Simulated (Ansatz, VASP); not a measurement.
# HfGe: VASP beside Ansatz

One calculation is typed for both programs; each brings its own data sets. How far apart do they land? The cell is generated by rule, not measured, and may not be a known phase. The cell is taken from a series of runs on this material, whose earlier steps may have relaxed, scaled, displaced or heated it; both programs get it as it stands.

Method: plane waves, with VASP 6.6.1 beside it; single point at PBEsol, in Ansatz 0.2.0.

The structure was built from a prototype and need not be the compound's stable phase.

## (1) The structure

Symmetry: P6_3mc, No. 186, hexagonal system. Conventional cell: a = 4.160 Å, b = 4.160 Å, c = 6.793 Å, α = 90.00°, β = 90.00°, γ = 120.00°. Nearest to Hf lie 4 Ge at 2.55 Å. Nearest to Ge lie 4 Hf at 2.55 Å. Farther neighbours are not listed.

Coordinates:

```cif
data_structure
_symmetry_space_group_name_H-M 'P 1'
_symmetry_Int_Tables_number 1
_cell_length_a 4.1599
_cell_length_b 4.1599
_cell_length_c 6.7931
_cell_angle_alpha 90.000
_cell_angle_beta 90.000
_cell_angle_gamma 120.000
_cell_volume 101.80
loop_
_atom_site_label
_atom_site_type_symbol
_atom_site_fract_x
_atom_site_fract_y
_atom_site_fract_z
_atom_site_occupancy
Hf1 Hf 0.33333 0.66667 0.00000 1
Hf2 Hf 0.66667 0.33333 0.50000 1
Ge3 Ge 0.33333 0.66667 0.37500 1
Ge4 Ge 0.66667 0.33333 0.87500 1
```

## (2) VASP: single point, PBEsol

With cell and atoms fixed, the geometry can't cause a difference; cores, projectors, grids and the points listed under the comparison can.

Lines of VASP's logs that name or quote its potential files are left out, and so is its time.

Contents of INCAR:

```
SYSTEM = HfGe
PREC = Accurate
ENCUT = 500
EDIFF = 1E-06
NELM = 120
ISMEAR = 0
SIGMA = 0.1
LREAL = .FALSE.
ALGO = Normal
GGA = PS
NBANDS = 30
LASPH = .TRUE.
LORBIT = 11
LWAVE = .FALSE.
LCHARG = .FALSE.
ISIF = 2
GGA_COMPAT = .FALSE.
EFERMI = MIDGAP
```

Contents of POSCAR:

```
HfGe
1.0
    4.1598900000      0.0000000000      0.0000000000
   -2.0799400000      3.6025700000      0.0000000000
    0.0000000000      0.0000000000      6.7931000000
Hf Ge
2 2
Direct
    0.3333343333      0.6666676667      0.0000000000
    0.6666676667      0.3333343333      0.5000000000
    0.3333343333      0.6666676667      0.3750000000
    0.6666676667      0.3333343333      0.8750000000
```

Contents of KPOINTS:

```
Automatic mesh
0
Gamma
6 6 4
0 0 0
```

PAW data sets: Hf_pv and Ge_d (PBE family, release 64).

Command:

```console
mpirun -np 1 vasp_std
```

Numbers of over 12 decimals in the logs are rounded to 6 here.

The log of the run:

```text
[banner, memory and clock lines left out]
running    1 mpi-ranks, on    1 nodes
 distrk:  each k-point on    1 cores,    1 groups
 distr:  one band on    1 cores,    1 groups

 POSCAR found type information on POSCAR HfGe
 POSCAR found :  2 types and       4 ions
|                                                                             |
|               ----> ADVICE to this user running VASP <----                  |
|                                                                             |
|     You enforced a specific xc type in the INCAR file but a different       |
|     [... a line on the potential file left out ...]
|     I HOPE YOU KNOW WHAT YOU ARE DOING!                                     |
|                                                                             |

 LDA part: xc-table for (Slater+PW92), standard interpolation
 POSCAR, INCAR and KPOINTS ok, starting setup
 FFT: planning ... GRIDC
 FFT: planning ... GRID_SOFT
 FFT: planning ... GRID
 WAVECAR not read
 entering main loop
       N       E                     dE             d eps       ncg     rms          rms(c)
DAV:   1     0.426887552215E+03    0.42689E+03   -0.24349E+04  1510   0.322E+03
DAV:   2     0.363061582501E+02   -0.39058E+03   -0.37790E+03  1268   0.778E+02
DAV:   3    -0.284798438691E+02   -0.64786E+02   -0.62638E+02  1538   0.180E+02
DAV:   4    -0.320341166701E+02   -0.35543E+01   -0.35282E+01  1562   0.452E+01
DAV:   5    -0.321414313617E+02   -0.10731E+00   -0.10721E+00  1510   0.847E+00    0.589E+01
DAV:   6    -0.296312624267E+02    0.25102E+01   -0.67790E+00  1784   0.163E+01    0.347E+01
DAV:   7    -0.295680937540E+02    0.63169E-01   -0.36519E+00  1530   0.101E+01    0.499E+00
DAV:   8    -0.294592628969E+02    0.10883E+00   -0.12317E+00  1630   0.567E+00    0.902E-01
DAV:   9    -0.294456138938E+02    0.13649E-01   -0.98641E-02  1720   0.281E+00    0.215E-01
DAV:  10    -0.294462060482E+02   -0.59215E-03   -0.89068E-03  1578   0.717E-01    0.364E-01
DAV:  11    -0.294460210360E+02    0.18501E-03   -0.11108E-03  1812   0.255E-01    0.310E-02
DAV:  12    -0.294460193805E+02    0.16555E-05   -0.58057E-05  1594   0.666E-02    0.180E-02
DAV:  13    -0.294460192336E+02    0.14688E-06   -0.44813E-06  1202   0.149E-02
   1 F= -.29446019E+02 E0= -.29445740E+02  d E =-.557599E-03
```

From OUTCAR (step 2):

```text
ion  position               nearest neighbor table
   1  0.333  0.667  0.000-   4 2.55   4 2.55   4 2.55   3 2.55
   2  0.667  0.333  0.500-   3 2.55   3 2.55   3 2.55   4 2.55
   3  0.333  0.667  0.375-   2 2.55   2 2.55   2 2.55   1 2.55
   4  0.667  0.333  0.875-   1 2.55   1 2.55   1 2.55   2 2.55

  LATTYP: Found a hexagonal cell.
 ALAT       =     4.1598900000
 C/A-ratio  =     1.6329999111

 Subroutine GETGRP returns: Found 12 space group operations
 (whereof  6 operations were pure point group operations)

The static configuration has the point symmetry C_3v.
 The point group associated with its full space group is C_6v.

 Found     21 irreducible k-points:

   k-points           NKPTS =     21   k-points in BZ     NKDIM =     21   number of bands    NBANDS=     30

   dimension x,y,z NGX =    30 NGY =   30 NGZ =   50
   dimension x,y,z NGXF=    60 NGYF=   60 NGZF=  100

   ENCUT  =  500.0 eV  36.75 Ry    6.06 a.u.   7.58  7.58 12.39*2*pi/ulx,y,z

   NELECT =      48.0000    total number of electrons

 k-points in reciprocal lattice and weights: Automatic mesh
   0.00000000  0.00000000  0.00000000       0.007
   0.16666667  0.00000000  0.00000000       0.042
   0.33333333  0.00000000  0.00000000       0.042
   0.50000000  0.00000000  0.00000000       0.021
   0.16666667  0.16666667  0.00000000       0.042
   0.33333333  0.16666667  0.00000000       0.083
   0.33333333  0.33333333  0.00000000       0.014
   0.00000000  0.00000000  0.25000000       0.014
   0.16666667  0.00000000  0.25000000       0.083
[...]
0.33333333  0.16666667  0.50000000       0.083
   0.33333333  0.33333333  0.50000000       0.014

 average (electrostatic) potential at core
       1 -39.1274       2 -39.1273       3 -74.1506       4 -74.1505

 E-fermi :   3.2392

 k-point     1 :       0.0000    0.0000    0.0000
  band No.  band energies     occupation
    ...
     20       1.7552      2.00000
     21       1.7705      2.00000
     22       1.7706      2.00000
     23       2.1131      2.00000
     24       2.1131      2.00000
     25       4.3843      0.00000
     26       4.3843      0.00000
     27       5.2464      0.00000
     28       5.5866      0.00000
     29       5.5867      0.00000
    ...

 k-point     2 :       0.1667    0.0000    0.0000
  band No.  band energies     occupation
    ...
     20       1.2571      2.00000
     21       1.6347      2.00000
     22       1.9115      2.00000
     23       1.9542      2.00000
     24       2.3153      2.00000
     25       3.9241      0.00000
     26       4.3362      0.00000
     27       4.9138      0.00000
     28       5.7052      0.00000
     29       5.9231      0.00000
    ...

 k-point     3 :       0.3333    0.0000    0.0000
  band No.  band energies     occupation
    ...
     20       0.7917      2.00000
     21       1.1763      2.00000
     22       2.0843      2.00000
     23       2.2834      2.00000
     24       2.7933      2.00000
     25       3.3833      0.04164
     26       4.4515      0.00000
     27       4.7510      0.00000
     28       5.8498      0.00000
     29       5.9903      0.00000
    ...

  Total        3.7743199      3.7743190      1.4178675      0.0000052      0.0000000      0.0000000
  in kB       59.4000765     59.4000627     22.3143354      0.0000824      0.0000000      0.0000000
  external PRESSURE =      47.0381582 kB  Pullay stress =       0.0000000 kB

  energy-cutoff  :      500.00
  volume of cell :      101.80
      direct lattice vectors                 reciprocal lattice vectors
     4.159890000  0.000000000  0.000000000     0.240390972  0.138789475  0.000000000
    -2.079940000  3.602570000  0.000000000     0.000000000  0.277579617  0.000000000
     0.000000000  0.000000000  6.793100000     0.000000000  0.000000000  0.147208197

 POSITION                                       TOTAL-FORCE (eV/Angst)
 -----------------------------------------------------------------------------------
      0.00001      2.40172      0.00000         0.000000     -0.000000     -0.292527
      2.07995      1.20086      3.39655        -0.000000      0.000000     -0.292527
      0.00001      2.40172      2.54741         0.000000     -0.000000      0.292527
      2.07995      1.20086      5.94396        -0.000000      0.000000      0.292527
 -----------------------------------------------------------------------------------
    total drift:                               -0.001815     -0.003144     -0.000478

  FREE ENERGIE OF THE ION-ELECTRON SYSTEM (eV)
  ---------------------------------------------------
  free  energy   TOTEN  =       -29.4460192336 eV

  energy  without entropy=      -29.4454616345  energy(sigma->0) =      -29.44574043

 total charge
# of ion       s       p       d       tot
------------------------------------------
    1        0.360   6.353   1.571   8.284
    2        0.360   6.353   1.571   8.284
    3        1.168   1.538   9.975  12.681
    4        1.168   1.538   9.975  12.681
--------------------------------------------------
tot          3.056  15.782  23.092  41.931

[... 3 further parts left out ...]
```

The run ends at a pressure of 4.70 GPa, with forces up to 0.29 eV/Å.

## (3) Ansatz: single point, PBEsol

Ansatz runs on norm-conserving files, of PseudoDojo where its log says so.

The same cell, functional, mesh and smearing now go to Ansatz, which takes its cutoff from its data sets.

Contents of input.yaml:

```yaml
crystal:
  lattice:
    - [4.15989, 0.0, 0.0]
    - [-2.07994, 3.60257, 0.0]
    - [0.0, 0.0, 6.7931]
  atoms:
    - { symbol: Hf, position: [0.333333, 0.666667, 0.0] }
    - { symbol: Hf, position: [0.666667, 0.333333, 0.5] }
    - { symbol: Ge, position: [0.333333, 0.666667, 0.375] }
    - { symbol: Ge, position: [0.666667, 0.333333, 0.875] }
kpoints:
  mp_grid: { grid: [6, 6, 4] }
hamiltonian:
  xc: pbesol
  pseudopotentials: { kind: nc }
scf:
  occupations: { method: gaussian, width: 0.1 }
output:
  forces: true
  stress: true
  eigenvalues: true
```

Command:

```console
ansatz run input.yaml --threads 4 --pin off --max-ram 7168MiB --backend cpu --events-out ev --progress --plain --runs-dir out
```

The log of the run:

```text
Warning: the atoms were moved onto the symmetric positions of the space group found under crystal.symmetry.tolerance 1.0e-5 (fractional; no operation is sought that the atoms, as they stand in a round, miss by more than twice it, and no atom is moved by as much as it), and the run uses the moved positions. Before a round's move an operation carried an atom to 4.16e-6 Å from where it should land, the largest such dist [...]
Engine: ansatz 0.2.0, aarch64-unknown-linux-gnu
Pseudopotentials: kind: nc
Pseudopotential: Hf, nc, valence charge 12, recommended cutoff 789.130201 eV (normal), Hf.nc.azcp (PseudoDojo's, or run here from an input of PseudoDojo's: the run reads no file of this project's for it)
Pseudopotential: Ge, nc, valence charge 14, recommended cutoff 1061.244064 eV (normal), Ge.nc.azcp (PseudoDojo's, or run here from an input of PseudoDojo's: the run reads no file of this project's for it)
Functional definition: PBEsol
  exchange = pbesol_x
  correlation = pbesol_c
Crystal: 4 atoms, lattice volume = 101.803 Å³
Basis set: ecut = 1061.244064 eV, 8005 PW (Γ), exchange–correlation on 90×90×150 points (8 copies of the dense FFT grid, shifted against one another)
Bands: 32, of which v1, the nominal top of the filled ones, is band 26 counted from 1 (25 counted from 0)
Symmetry: 12 space group operations
Space group: P63mc (ITA 186), of the structure as read, at distance tolerance 4.7e-5 Å
k-points: 21 of 144 (time reversal used)
Non-local potential: Hf, projectors of the file, l = 0: 2, l = 1: 2, l = 2: 2, l = 3: 2
Non-local potential: Ge, projectors of the file, l = 0: 2, l = 1: 2, l = 2: 2
Initial density: superposition of atomic densities (chi_scale 0.1, normalization cell, long waves kept (reshape's long-wave potential 0.00 eV rms))
Initial wavefunctions: pseudopotential atomic-orbital guess
Functional: x = pbesol(κ = 0.804, μ = 0.123457), c = pbesol(β = 0.046)
SCF iter   1: F=—  HF=-7922.082978 eV  |F-HF|=—  |Δ(HF+E_count)|=         —  Δρ=4.93e-2  dr2=1.54e0  ethr=3.10e-3  ⟨swp⟩=6.6  Hψ=2938  notcnv=0
preconditioner: auto → Resta (q_TF=auto, 2.439 Å⁻¹)  ε∞=3.0  [insulator: Δε(μ)=0.408 eV  Ē_g=15.799 eV  σ=0.100 eV  W_gap=1.00  n_scr=22 (ndim 8)  ℏωp=22.1 eV  f_vac=0.000  D(μ)=0.01/eV (n_scr^D=0)  ε∞_Penn≈3.0]
SCF iter   2: F=—  HF=-7921.689937 eV  |F-HF|=—  |Δ(HF+E_count)|=   3.93e-1  Δρ=2.38e-2  dr2=4.31e-1  ethr=2.97e-3  ⟨swp⟩=1.8  Hψ=944  notcnv=0  defer=2
SCF iter   3: F=—  HF=-7921.594439 eV  |F-HF|=—  |Δ(HF+E_count)|=   9.55e-2  Δρ=3.59e-3  dr2=6.51e-3  ethr=8.30e-4  ⟨swp⟩=2.8  Hψ=1130  notcnv=0  defer=7
automatic band count: iteration 3 solves 31 bands in place of 32: the levels show a gap, and the empty bands left out lie too high to hold charge; the band table lists the bands solved (type scf.n_extra_bands for more)
SCF iter   4: F=—  HF=-7921.594340 eV  |F-HF|=—  |Δ(HF+E_count)|=   9.85e-5  Δρ=1.16e-3  dr2=8.84e-4  ethr=1.25e-5  ⟨swp⟩=3.0  Hψ=1364  notcnv=0  defer=7
SCF iter   5: F=—  HF=-7921.594218 eV  |F-HF|=—  |Δ(HF+E_count)|=   1.22e-4  Δρ=2.67e-4  dr2=6.44e-5  ethr=1.70e-6  ⟨swp⟩=3.0  Hψ=1116  notcnv=0  defer=7
SCF iter   6: F=—  HF=-7921.594076 eV  |F-HF|=—  |Δ(HF+E_count)|=   1.42e-4  Δρ=1.42e-4  dr2=8.31e-6  ethr=1.24e-7  ⟨swp⟩=2.4  Hψ=1084  notcnv=0  defer=9
SCF iter   7: F=—  HF=-7921.594074 eV  |F-HF|=—  |Δ(HF+E_count)|=   2.63e-6  Δρ=2.42e-5  dr2=2.70e-7  ethr=1.60e-8  ⟨swp⟩=2.8  Hψ=1276  notcnv=0  defer=9
SCF iter   8: F=-7921.594074 eV  HF=-7921.594074 eV  |F-HF|=2.38e-9  |Δ(HF+E_count)|=   7.47e-8  Δρ=4.12e-6  dr2=6.12e-9  ethr=1.92e-10  ⟨swp⟩=10.6  Hψ=3478  notcnv=0
SCF 1 converged in 8 iterations: F = -7921.594074 eV  dr2 = 6.12e-9
SCF converged after 8 iterations
Free energy (F): -7921.594074 eV
Harris-Foulkes:  -7921.594074 eV  (|F-HF|=2.38e-9)
Internal energy: -7921.593564 eV  (E = F + TS)
E sigma→0 (E₀):  -7921.593819 eV
Entropy (-TS):   -0.000510 eV (-0.127 meV/atom)
Fermi energy:    9.530950 eV
--- Per-component energies (eV) ---
  E_band       = -639.906470
  E_kinetic    = 4421.339911
  E_local      = -5672.210470  (includes V_loc(G=0)·N_el)
  E_nonlocal   = -2409.782814
  E_hartree    = 2152.412177
  E_xc         = -1944.757541
  E_vxc        = -1284.079231  (∫ρ·V_xc dr)
  E_ewald      = -4468.594828
  E_smearing   = -0.000510  (= −TS)
  E_closure    = -0.000000  (closes the sum)
  Σ components = -7921.594074   (vs F -7921.594074, Δ=0.00e0)
--- Forces (eV/Å), atoms counted from 1 ---
  atom   1  Hf     0.00000000    -0.00000000    -0.29418972
  atom   2  Hf    -0.00000000     0.00000000    -0.29418972
  atom   3  Ge     0.00000000    -0.00000000     0.29421050
  atom   4  Ge     0.00000000     0.00000000     0.29421050
  max |Σ_I F_I| component: 4.16e-5 eV/Å
--- Stress (GPa, compression-positive) ---
        6.294997       0.000000       0.000000
       -0.000000       6.294997       0.000000
        0.000000      -0.000000       2.602429
  P = ⅓ Tr σ = 5.0641 GPa (50.641 kbar)
--- Band table (eV; the first three rows and the last of 21) ---
  k-point 0: bands = [... 22 lower, 8.0629, 8.0629, 8.4053, 8.4053, 10.6855, 10.6855, 11.5415, 11.8919, ... 1 higher]
  k-point 1: bands = [... 22 lower, 8.0806, 8.0806, 8.3195, 8.3195, 10.9123, 10.9123, 11.8203, 11.8203, ... 1 higher]
  k-point 2: bands = [... 22 lower, 8.1675, 8.1675, 8.1675, 8.1675, 11.4285, 11.4285, 11.4285, 11.4285, ... 1 higher]
  k-point 20: bands = [... 22 lower, 7.4442, 7.4442, 9.1403, 9.1403, 10.4236, 10.4236, 11.6190, 11.6190, ... 1 higher]
```

In the SCF lines HF is the Harris–Foulkes energy and dr2 the Hartree energy of the density residual, in eV; the loop may stop once dr2 is under the threshold and the program's other checks hold. Hψ counts applications of the Hamiltonian.

The run ends at a pressure of 5.06 GPa, with forces up to 0.29 eV/Å.

## (4) Comparison

Known differences besides the potentials themselves: the data sets hold 52 valence electrons in Ansatz (on norm-conserving files, of PseudoDojo where its log says so) and 48 in VASP; the cutoff is 1061.24 eV in Ansatz and 500 eV in VASP. Total energies have different zeros and are not compared.

The two programs side by side:

```
              quantity  Ansatz   VASP  difference
        pressure (GPa)    5.06   4.70       +0.36
gap on the k mesh (eV)   0.273  0.267      +0.007
```

Forces (eV/Å; atoms numbered as in POSCAR):

```
atom        Ansatz x, y, z          VASP x, y, z
 Hf1  0.000, 0.000, -0.294  0.000, 0.000, -0.293
 Hf2  0.000, 0.000, -0.294  0.000, 0.000, -0.293
 Ge3   0.000, 0.000, 0.294   0.000, 0.000, 0.293
 Ge4   0.000, 0.000, 0.294   0.000, 0.000, 0.293
```

The forces differ by 1.0 meV/Å r.m.s., which is 0.6 % of the r.m.s. force of 0.169 eV/Å (both taken over all components). A gap on the mesh is an upper bound, since the band edges may lie between its points; neither run holds spin-orbit coupling, which can move the band edges of a compound of Hf.

## (5) What came out

| Property | Result |
| --- | --- |
| r.m.s. force difference (single point, PBEsol) | 0.97 meV/Å |

In words: The r.m.s. force difference is 0.97 meV/Å (single point, PBEsol), within the 12 meV/Å picked in this series as the mark of a large difference. The data sets hold unlike numbers of valence electrons (52 in Ansatz and 48 in VASP), so part of the differences comes from the potentials. How closely two codes agree says nothing of how well the functional describes the real material.

[Lines on the potential files, build, host, timing and source positions are cut from VASP's logs without a mark.]

[Logs are printed without paths, hosts, clocks, repeated set-up lines and the standing remarks that a program may print on its own settings, such as how far it seeks lower states.]

[Hosts, paths, dates, database ids (printed as entryN), source tags and the programs' standing remarks are cut or masked in the printed files.]
